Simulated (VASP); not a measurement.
Write the native input for VASP 6.6.1 that does the following.

```yaml
Task: relaxation of the atoms
Functional: PBEsol
Potentials_or_basis: VASP PAW PBE potentials, release 64 (Na_pv, P)
Cutoff: 520 eV
k_mesh: 8 × 8 × 6
Occupations: gaussian, width 0.05 eV
Spin: no spin polarisation
Further_INCAR_settings: ALGO = Normal; EDIFF = 1e-06; IBRION = 2; EDIFFG = -0.01; NSW = 60
```

The structure of NaP2 lies in POSCAR:

```
NaP2
1.0
    4.1106000000      0.0000000000      0.0000000000
   -2.0553000000      3.5598900000      0.0000000000
    0.0000000000      0.0000000000      4.3892600000
Na P
1 2
Direct
    0.0000000000      0.0000000000      0.0000000000
    0.3333300000      0.6666700000      0.5000000000
    0.6666700000      0.3333300000      0.5000000000
```

The cell was built by a generator and needn't be a form met in nature.

The input as run:

INCAR

```
SYSTEM = NaP2
PREC = Accurate ; ENCUT = 520
EDIFF = 1E-6 ; ISMEAR = 0
SIGMA = 0.05 ; LREAL = .False.
LASPH = .True. ; NELM = 80
ALGO = Normal ; ISIF = 2
LWAVE = .False. ; LCHARG = .False.
GGA = PS ; IBRION = 2
NSW = 60 ; EDIFFG = -0.01
```

KPOINTS

```
regular mesh
0
Gamma
  8 8 6
  0 0 0
```

Potentials or basis: VASP PAW PBE potentials, release 64 (Na_pv, P).

The run is started by

```bash
$ cat potpaw_PBE.64/Na_pv/POTCAR potpaw_PBE.64/P/POTCAR > POTCAR
$ mpirun -np 1 vasp_std > vasp.out
```

It gave:

```json
{
  "Pressure after relaxing": "-1.9 GPa",
  "Band gap on the k mesh": "none (metal or under the smearing width)"
}
```

Caveat: the relaxation stopped at its first step, so nothing moved; the PAW data sets were made with another functional, which shifts forces and pressure a little.

Run time: 23 s on 1 thread of Intel(R) Xeon(R) 6975P-C (Granite Rapids), with other jobs on the host, peak memory 0.2 GiB.
